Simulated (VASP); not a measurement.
An input for Ansatz (written as the equivalent of a VASP run, and not itself run):

Ansatz 0.2 input:
```yaml
crystal:
  lattice:
    - [0.0000000, 2.0400000, 2.0400000]
    - [2.0400000, 0.0000000, 2.0400000]
    - [2.0400000, 2.0400000, 0.0000000]
  atoms:
    - { symbol: Au, position: [0.0000000, 0.0000000, 0.0000000] }
kpoints:
  mp_grid: { grid: [14, 14, 14] }
hamiltonian:
  xc: pbe
  pseudopotentials: { kind: paw }
scf:
  occupations: { method: methfessel_paxton, width: 0.1 }
  max_iter: 100
output: { forces: true, stress: true, eigenvalues: true }
```

**Question.** Translate this input to VASP (INCAR, KPOINTS, POSCAR, choice of POTCAR).

**Answer.** Several could match; the one computed here: 
### KPOINTS
```
Automatic mesh
0
Gamma
14 14 14
0 0 0
```

POSCAR:
```
Au
1
    0.0000000000     2.0400000000     2.0400000000
    2.0400000000     0.0000000000     2.0400000000
    2.0400000000     2.0400000000     0.0000000000
Au
1
Direct
  0.0000000000   0.0000000000   0.0000000000
```

**INCAR**
```
SYSTEM = Au
PREC = Accurate; ENCUT = 400; LREAL = .False.
LASPH = .True.; ADDGRID = .True.
EDIFF = 1E-6; NELM = 100; ALGO = Normal
LMAXMIX = 6
ISMEAR = 1; SIGMA = 0.1
GGA = PE
ISIF = 2
LWAVE = .False.; LCHARG = .False.
```

POTCAR, in this order: Au (PBE.64 set). Program: vasp_std.

The two are equivalent in intent, not identical: each code has its own PAW files, so the cut-off isn't converted (ENCUT is set for VASP's; basis.ecutwfc is left out, and Ansatz then takes the one that its files recommend); Ansatz stops its SCF on the density residual and VASP on the energy change (EDIFF).

The compound is Au in the fcc structure. The cell was not relaxed at this level. The run is one of a series of settings (ADDGRID = .TRUE. against the base run), some of them coarse on purpose.
